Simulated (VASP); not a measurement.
Consider the following.

```
CELL_PARAMETERS angstrom
      0.00000     1.79198     1.79198
      1.79198     0.00000     1.79198
      1.79198     1.79198     0.00000
ATOMIC_POSITIONS crystal
  Cu 0.00000 0.00000 0.00000
```

Calculation: TPSS meta-GGA, VASP's PBE PAW potentials (set 64) (plane waves; VASP 6.6.1). Settings: 520 eV cut-off, 19×19×19 Γ-centred mesh, tetrahedra with Blöchl corrections, potentials Cu.

Give the energies of bands 1 to 7 at the high-symmetry points, in eV from the Fermi level.

```
band      Γ      X      U      L      W
----  -----  -----  -----  -----  -----
1     -9.58  -5.12  -4.51  -5.27  -4.36
2     -3.17  -4.62  -4.25  -3.21  -3.69
3     -3.17  -1.75  -2.90  -3.21  -3.69
4     -3.17  -1.57  -2.19  -1.72  -2.37
5     -2.32  -1.57  -1.77  -1.72  -1.57
6     -2.32   1.47   4.38  -1.13   6.29
7     22.58   7.25   5.79   3.88   6.29
```

It has no gap at this level: it comes out as a metal or semimetal.

The compound is Cu in the fcc structure. It was relaxed first.
